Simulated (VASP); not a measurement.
Energy against volume of BaZrO3 (cubic perovskite). Method: TPSS meta-GGA, VASP's PBE PAW potentials (set 64) (plane waves; VASP). Run with 520 eV cut-off, 5×5×5 Γ-centred mesh, Gaussian smearing of 0.050 eV, potentials Ba_sv Zr_sv O.

| V (Å³/atom) | E (eV/atom) |
|---|---|
| 14.136 | -12.98584 |
| 14.587 | -13.00901 |
| 15.038 | -13.01655 |
| 15.489 | -13.01076 |

Q: Fit these four points and predict the energy of the run at 15.940 Å³/atom.

A: A cubic in V^(−2/3), the third-order Birch-Murnaghan form, passes through the four points with V0 = 15.06 Å³/atom and B0 = 157 GPa, and gives -12.9936 eV/atom there. The run gave -12.9937 eV/atom, -0.1 meV/atom from the fit; all five points give B0 = 156 GPa.

The compound is BaZrO3 in the cubic perovskite structure. It was relaxed first.
